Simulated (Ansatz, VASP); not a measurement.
**InPd in two plane-wave programs**

One calculation is typed for both programs; each brings its own data sets and cutoff. How far apart do they land? The cell is taken from a series of runs on this material, whose earlier steps may have relaxed or scaled it; both programs get it as it stands.

Calculated with Ansatz 0.2.0; plane waves, with VASP 6.6.1 beside it; single point at PBEsol.

### 1. The starting structure

The structure is cubic, space group Pm-3m (No. 221). The conventional cell has a = 3.272 Å, b = 3.272 Å, c = 3.272 Å, α = 90.00°, β = 90.00°, γ = 90.00°. Nearest to In lie 8 Pd at 2.83 Å. Nearest to Pd lie 8 In at 2.83 Å. Farther neighbours are not listed.

Structure file:

```
In Pd
1.0
     3.27188    0.00000    0.00000
     0.00000    3.27188    0.00000
     0.00000    0.00000    3.27188
In Pd
1 1
Direct
  0.00000 0.00000 0.00000
  0.50000 0.50000 0.50000
```

### 2. VASP: single point, PBEsol

A single point gives forces, pressure and levels at one fixed geometry, so differences don't come from the geometry; what else differs is listed under the comparison.

Lines of VASP's logs that name or quote its potential files are left out, and so is its time.

INCAR reads:

```
SYSTEM = InPd
PREC = Accurate
ENCUT = 400
EDIFF = 1E-06
NELM = 100
ISMEAR = 0
SIGMA = 0.1
LREAL = .FALSE.
ALGO = Normal
GGA = PS
NBANDS = 17
LASPH = .TRUE.
LORBIT = 11
LWAVE = .FALSE.
LCHARG = .FALSE.
KPAR = 2
ISIF = 2
```

POSCAR reads:

```
InPd
1.0
    3.2718847800      0.0000000000      0.0000000000
    0.0000000000      3.2718847800      0.0000000000
    0.0000000000      0.0000000000      3.2718847800
In Pd
1 1
Direct
    0.0000000000      0.0000000000      0.0000000000
    0.5000000000      0.5000000000      0.5000000000
```

KPOINTS reads:

```
Automatic mesh
0
Gamma
6 6 6
0 0 0
```

PAW data sets: In_d and Pd (PBE family, release 64).

On the command line:

```console
> mpirun -np 2 vasp_std
```

Numbers of over 12 decimals in the logs are rounded to 6 here.

Log:

```text
[banner, memory and clock lines left out]
running    2 mpi-ranks, on    1 nodes
 distrk:  each k-point on    1 cores,    2 groups
 distr:  one band on    1 cores,    1 groups

 POSCAR found type information on POSCAR InPd
 POSCAR found :  2 types and       2 ions
|                                                                             |
|               ----> ADVICE to this user running VASP <----                  |
|                                                                             |
|     You enforced a specific xc type in the INCAR file but a different       |
|     [... a line on the potential file left out ...]
|     I HOPE YOU KNOW WHAT YOU ARE DOING!                                     |
|                                                                             |

 LDA part: xc-table for (Slater+PW92), standard interpolation
 POSCAR, INCAR and KPOINTS ok, starting setup
 FFT: planning ... GRIDC
 FFT: planning ... GRID_SOFT
 FFT: planning ... GRID
 WAVECAR not read
 entering main loop
       N       E                     dE             d eps       ncg     rms          rms(c)
DAV:   1     0.146149273384E+03    0.14615E+03   -0.95668E+03   704   0.145E+03
DAV:   2    -0.280869136142E+01   -0.14896E+03   -0.14421E+03   698   0.340E+02
DAV:   3    -0.101066512199E+02   -0.72980E+01   -0.72500E+01   768   0.842E+01
DAV:   4    -0.102600619243E+02   -0.15341E+00   -0.15334E+00   861   0.106E+01
DAV:   5    -0.102656737951E+02   -0.56119E-02   -0.56117E-02   937   0.194E+00    0.681E+00
DAV:   6    -0.100238609784E+02    0.24181E+00   -0.79466E-01   748   0.107E+01    0.297E+00
DAV:   7    -0.998162081617E+01    0.42240E-01   -0.94423E-02   886   0.530E+00    0.169E+00
DAV:   8    -0.996964334224E+01    0.11977E-01   -0.29274E-02   829   0.175E+00    0.409E-01
DAV:   9    -0.996852230473E+01    0.11210E-02   -0.20420E-03   869   0.763E-01    0.810E-02
DAV:  10    -0.996849873562E+01    0.23569E-04   -0.46569E-05   990   0.906E-02    0.239E-02
DAV:  11    -0.996849811568E+01    0.61995E-06   -0.36500E-06   718   0.181E-02
   1 F= -.99684981E+01 E0= -.99672893E+01  d E =-.241770E-02
```

From OUTCAR (step 2):

```text
ion  position               nearest neighbor table
   1  0.000  0.000  0.000-   2 2.83   2 2.83   2 2.83   2 2.83   2 2.83   2 2.83   2 2.83   2 2.83

  LATTYP: Found a simple cubic cell.
 ALAT       =     3.2718847800

 Subroutine GETGRP returns: Found 48 space group operations
 (whereof 48 operations were pure point group operations)

The static configuration has the point symmetry O_h .

 Found     20 irreducible k-points:

   k-points           NKPTS =     20   k-points in BZ     NKDIM =     20   number of bands    NBANDS=     17

   dimension x,y,z NGX =    24 NGY =   24 NGZ =   24
   dimension x,y,z NGXF=    48 NGYF=   48 NGZF=   48

   ENCUT  =  400.0 eV  29.40 Ry    5.42 a.u.   5.34  5.34  5.34*2*pi/ulx,y,z

   NELECT =      23.0000    total number of electrons

 k-points in reciprocal lattice and weights: Automatic mesh
   0.00000000  0.00000000  0.00000000       0.005
   0.16666667  0.00000000  0.00000000       0.028
   0.33333333  0.00000000  0.00000000       0.028
   0.50000000  0.00000000  0.00000000       0.014
   0.16666667  0.16666667  0.00000000       0.056
   0.33333333  0.16666667  0.00000000       0.111
   0.50000000  0.16666667  0.00000000       0.056
   0.33333333  0.33333333  0.00000000       0.056
   0.50000000  0.33333333  0.00000000       0.056
[...]
0.50000000  0.50000000  0.33333333       0.028
   0.50000000  0.50000000  0.50000000       0.005

 average (electrostatic) potential at core
       1 -90.7718       2 -70.2720

 E-fermi :  10.3262

 k-point     1 :       0.0000    0.0000    0.0000
  band No.  band energies     occupation
    ...
      7       6.4740      2.00000
      8       6.4740      2.00000
      9       8.0166      2.00000
     10       8.0166      2.00000
     11       8.0166      2.00000
     12      14.4895      0.00000
     13      14.4895      0.00000
     14      14.4895      0.00000
     15      19.6811      0.00000
     16      20.9052      0.00000
    ...

 k-point     2 :       0.1667    0.0000    0.0000
  band No.  band energies     occupation
    ...
      7       6.4770      2.00000
      8       6.5166      2.00000
      9       7.7207      2.00000
     10       7.7207      2.00000
     11       7.9971      2.00000
     12      12.2115      0.00000
     13      15.3374      0.00000
     14      15.3374      0.00000
     15      20.1895      0.00000
     16      20.7514      0.00000
    ...

 k-point     3 :       0.3333    0.0000    0.0000
  band No.  band energies     occupation
    ...
      8       6.4833      2.00000
      9       7.2344      2.00000
     10       7.2344      2.00000
     11       7.9589      2.00000
     12       9.7288      2.00000
     13      17.4603      0.00000
     14      17.4603      0.00000
     15      20.4057      0.00000
     16      20.4592      0.00000
     17      23.7429      0.00000

  Total       -0.5940599     -0.5940599     -0.5940599      0.0000000     -0.0000000      0.0000000
  in kB      -27.1735777    -27.1735777    -27.1735777      0.0000000     -0.0000000      0.0000000
  external PRESSURE =     -27.1735777 kB  Pullay stress =       0.0000000 kB

  energy-cutoff  :      400.00
  volume of cell :       35.03
      direct lattice vectors                 reciprocal lattice vectors
     3.271884780  0.000000000  0.000000000     0.305634234  0.000000000  0.000000000
     0.000000000  3.271884780  0.000000000     0.000000000  0.305634234  0.000000000
     0.000000000  0.000000000  3.271884780     0.000000000  0.000000000  0.305634234

 POSITION                                       TOTAL-FORCE (eV/Angst)
 -----------------------------------------------------------------------------------
      0.00000      0.00000      0.00000         0.000000      0.000000      0.000000
      1.63594      1.63594      1.63594         0.000000      0.000000      0.000000
 -----------------------------------------------------------------------------------
    total drift:                                0.000000      0.000000     -0.000000

  FREE ENERGIE OF THE ION-ELECTRON SYSTEM (eV)
  ---------------------------------------------------
  free  energy   TOTEN  =        -9.9684981157 eV

  energy  without entropy=       -9.9660804108  energy(sigma->0) =       -9.96728926

 total charge
# of ion       s       p       d       tot
------------------------------------------
    1        0.814   0.741   9.898  11.453
    2        0.412   0.422   8.635   9.469
--------------------------------------------------
tot          1.226   1.163  18.533  20.922

[... 3 further parts left out ...]
```

The run ends at a pressure of -2.72 GPa.

### 3. Ansatz: single point, PBEsol

Ansatz runs on its default PAW (the set named soft_2) files.

The same cell, functional, mesh and smearing now go to Ansatz, which takes its cutoff from its data sets.

input.yaml reads:

```yaml
crystal:
  lattice:
    - [3.27188478, 0.0, 0.0]
    - [0.0, 3.27188478, 0.0]
    - [0.0, 0.0, 3.27188478]
  atoms:
    - { symbol: In, position: [0.0, 0.0, 0.0] }
    - { symbol: Pd, position: [0.5, 0.5, 0.5] }
kpoints:
  mp_grid: { grid: [6, 6, 6] }
hamiltonian:
  xc: pbesol
scf:
  occupations: { method: gaussian, width: 0.1 }
  lower_state_search: "off"
output:
  forces: true
  stress: true
  eigenvalues: true
```

On the command line:

```console
> ansatz run input.yaml --threads 4 --pin off --max-ram 8192MiB --backend cpu --events-out ev --progress --plain --runs-dir out
```

Log:

```text
Engine: ansatz 0.2.0, aarch64-unknown-linux-gnu
Pseudopotentials: kind: paw
Pseudopotential: In, paw, valence charge 13, recommended cutoff 420 eV (normal), In.paw.azcp
Pseudopotential: Pd, paw, valence charge 18, recommended cutoff 420 eV (normal), Pd.paw.azcp
Functional definition: PBEsol
  exchange = pbesol_x
  correlation = pbesol_c
Crystal: 2 atoms, lattice volume = 35.026 Å³
Basis set: ecut = 420 eV, 691 PW (Γ), exchange–correlation on 48×48×48 points (8 copies of the dense FFT grid, shifted against one another)
Bands: 20, of which v1, the nominal top of the filled ones, is band 16 counted from 1 (15 counted from 0)
Symmetry: 48 space group operations
Space group: Pm-3m (ITA 221), of the structure as read, at distance tolerance 3.3e-5 Å
k-points: 20 of 216
Non-local potential: In, projectors of the file, l = 0: 2, l = 1: 2, l = 2: 2, l = 3: 2
Non-local potential: Pd, projectors of the file, l = 0: 2, l = 1: 2, l = 2: 2, l = 3: 1
PAW form: soft (Blöchl's): semilocal exchange-correlation on the pseudo side does not see the compensation charge
PAW frozen core: In, regenerated for the run's functional, and the local potential with it (the file was generated under x = pbe(κ = 0.804, μ = 0.219515), c = pbe(β = 0.066725))
PAW frozen core: Pd, regenerated for the run's functional, and the local potential with it (the file was generated under x = pbe(κ = 0.804, μ = 0.219515), c = pbe(β = 0.066725))
PAW one-centre angular grid: In, 590 points (default); XC on 64 Gauss nodes
PAW one-centre angular grid: Pd, 590 points (default); XC on 64 Gauss nodes
Initial density: superposition of atomic densities (neutral atoms: chi_scale 0, normalization atom), corrected by the library's trained network
Initial wavefunctions: pseudopotential atomic-orbital guess
Functional: x = pbesol(κ = 0.804, μ = 0.123457), c = pbesol(β = 0.046)
SCF iter   1: F=—  HF=-12433.093336 eV  |F-HF|=—  |Δ(HF+E_count)|=         —  Δρ=9.57e-3  dr2=3.68e-2  ethr=1.77e-3  ⟨swp⟩=5.6  Hψ=1756  notcnv=0
preconditioner: auto → none  [insulator: Δε(μ)=0.222 eV  Ē_g=14.412 eV  σ=0.100 eV  W_gap=0.88  n_scr=6 (ndim 8)  ℏωp=30.1 eV  f_vac=0.000  D(μ)=0.45/eV (n_scr^D=0)  ε∞_Penn≈5.4]
SCF iter   2: F=—  HF=-12433.085820 eV  |F-HF|=—  |Δ(HF+E_count)|=   7.52e-3  Δρ=1.63e-3  dr2=1.12e-3  ethr=1.19e-4  ⟨swp⟩=2.4  Hψ=671  notcnv=0  defer=1
SCF iter   3: F=—  HF=-12433.085578 eV  |F-HF|=—  |Δ(HF+E_count)|=   2.42e-4  Δρ=5.82e-4  dr2=9.99e-5  ethr=3.63e-6  ⟨swp⟩=1.5  Hψ=411  notcnv=0  defer=2
SCF iter   4: F=—  HF=-12433.085563 eV  |F-HF|=—  |Δ(HF+E_count)|=   1.50e-5  Δρ=4.42e-5  dr2=3.66e-7  ethr=3.22e-7  ⟨swp⟩=2.8  Hψ=661  notcnv=0  defer=2
iter 5 did not close the SCF: its close was put off for the readings that it lacked (scf_convergence_deferred on its scf_iter line)
SCF iter   5: F=-12433.085563 eV  HF=-12433.085563 eV  |F-HF|=1.95e-8  |Δ(HF+E_count)|=   2.96e-7  Δρ=1.73e-5  dr2=5.60e-8  ethr=1.18e-9  ⟨swp⟩=2.0  Hψ=620  notcnv=0  defer=2
SCF iter   6: F=-12433.085563 eV  HF=-12433.085563 eV  |F-HF|=6.66e-10  |Δ(HF+E_count)|=   3.62e-8  Δρ=1.91e-6  dr2=5.09e-10  ethr=1.81e-10  ⟨swp⟩=3.9  Hψ=1507  notcnv=0
SCF 1 converged in 6 iterations: F = -12433.085563 eV  dr2 = 5.09e-10
  greatest PAW one-centre occupation: 0.999 electrons in one spin orbital (limit 2), on the Pd atom at site 1 (counted from 0), in its partial waves of l = 0
SCF converged after 6 iterations
Free energy (F): -12433.085563 eV
Harris-Foulkes:  -12433.085563 eV  (|F-HF|=6.66e-10)
Internal energy: -12433.083161 eV  (E = F + TS)
E sigma→0 (E₀):  -12433.084362 eV
Entropy (-TS):   -0.002402 eV (-1.201 meV/atom)
Fermi energy:    16.583625 eV
--- Per-component energies (eV) ---
  E_band       = -148.909536
  E_kinetic    = 759.878193
  E_local      = -2901.061050  (includes V_loc(G=0)·N_el)
  E_nonlocal   = 588.502082
  E_hartree    = 1175.761972
  E_xc         = -381.844374
  E_vxc        = -312.099705  (∫ρ·V_xc dr)
  E_paw        = -7770.943643  (= ΣΔE_a)
  E_vpaw       = -635.653439  (= ΣTr[D̂ρ^β])
  E_aug_tail   = 0.000242  (compensation charges beyond the density's cutoff)
  E_ewald      = -3903.915009
  E_core_change = 0.538427  (= ΣΔE_core)
  E_smearing   = -0.002402  (= −TS)
  E_closure    = -0.000000  (closes the sum)
  Σ components = -12433.085563   (vs F -12433.085563, Δ=0.00e0)
--- Forces (eV/Å), atoms counted from 1 ---
  atom   1  In    -0.00000000    -0.00000000    -0.00000000
  atom   2  Pd     0.00000000    -0.00000000     0.00000000
  max |Σ_I F_I| component: 3.73e-29 eV/Å
--- Stress (GPa, compression-positive) ---
       -2.674828       0.000000      -0.000000
        0.000000      -2.674828       0.000000
        0.000000       0.000000      -2.674828
  P = ⅓ Tr σ = -2.6748 GPa (-26.748 kbar)
--- Band table (eV; the first three rows and the last of 20) ---
  k-point 0: bands = [... 12 lower, 14.2700, 14.2700, 14.2700, 20.7489, 20.7489, 20.7489, 25.9171, 27.1569]
  k-point 1: bands = [... 12 lower, 13.9749, 13.9749, 14.2511, 18.4704, 21.5965, 21.5965, 26.4313, 27.0001]
  k-point 2: bands = [... 12 lower, 13.4890, 13.4890, 14.2131, 15.9855, 23.7191, 23.7191, 26.6491, 26.7016]
  k-point 19: bands = [... 12 lower, 14.8877, 14.8877, 16.4631, 20.3266, 20.3266, 20.3266, 20.9567, 20.9567]
```

The run ends at a pressure of -2.67 GPa.

### 4. Comparison

Known differences besides the PAW data sets themselves: the data sets hold 31 valence electrons in Ansatz (default PAW (the set named soft_2) files) and 23 in VASP; the cutoff is 420 eV in Ansatz and 400 eV in VASP; Ansatz makes its cores anew for this functional, VASP keeps those of its PBE data sets. Total energies have different zeros and are not compared.

The two programs side by side:

```
      quantity  Ansatz   VASP  difference
pressure (GPa)   -2.67  -2.72       +0.04
```

### 5. Looking for the cause

How far does this hang on the set-up? Further runs change one program's set-up at a time, as the table lists.

```
                                                                run  difference in pressure (GPa)
                                                           as above                         0.043
VASP with the data sets In_d_GW and Pd_sv_GW and a cutoff of 570 eV                          0.87
```

### 6. Summary of results

| Item | Value |
| --- | --- |
| difference in pressure (single point, PBEsol) | 0.043 GPa |

The difference in pressure is 0.043 GPa (single point, PBEsol), within the 1 GPa picked in this series as the mark of a large difference. For single point, PBEsol: no further run halves the difference in pressure (one raises it to 0.87 GPa). Differences of this kind measure data sets and numerical settings, not the functional's error against experiment.

[Lines on the potential files, build, host, timing and source positions are cut from VASP's logs without a mark.]

[Logs are printed without paths, hosts, clocks, repeated set-up lines and the standing remarks that a program may print on its own settings, such as how far it seeks lower states.]

[Hosts, paths, dates, database ids (printed as entryN), source tags and the programs' standing remarks are cut or masked in the printed files.]
